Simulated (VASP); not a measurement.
InSe2, 6 atoms in the cell. It takes space group P4/nmm (No. 129, tetragonal). Conventional cell: a = 3.895 Å, b = 3.895 Å, c = 9.626 Å, α = 90.00°, β = 90.00°, γ = 90.00°. Around In (site symmetry 4mm) lie 4 Se at 2.84 Å. Se (site symmetry -4m2) is surrounded by 4 Se at 2.75 Å. Se (site symmetry 4mm) is surrounded by 4 In at 2.84 Å. The cell comes from a database or a generator and needn't be the stable form of this composition.

- Program: VASP 6.6.1
- Task: single point
- Functional: PBE
- Potentials or basis: VASP PAW PBE potentials, release 64 (In_d, Se)
- Cutoff: 520 eV
- k mesh: 7 × 7 × 3
- Occupations: fermi-dirac, width 0.05 eV
- Spin: no spin polarisation
- Further INCAR settings: ALGO = Normal; EDIFF = 1e-07; NBANDS = 34

Potentials or basis: VASP PAW PBE potentials, release 64 (In_d, Se).

Run with:

```sh
$ cat potpaw_PBE.64/In_d/POTCAR potpaw_PBE.64/Se/POTCAR > POTCAR
$ mpirun -np 1 vasp_std > vasp.out
```

Hardware: 1 thread of Intel(R) Xeon(R) Platinum 8488C (Sapphire Rapids), with other jobs on the host.

Q: How long does it take, and how much memory?

A: Wall time 110 s on 1 thread of Intel(R) Xeon(R) Platinum 8488C (Sapphire Rapids), on a shared host, peak memory 0.27 GiB. Counts: scf iterations 15, k points 20.
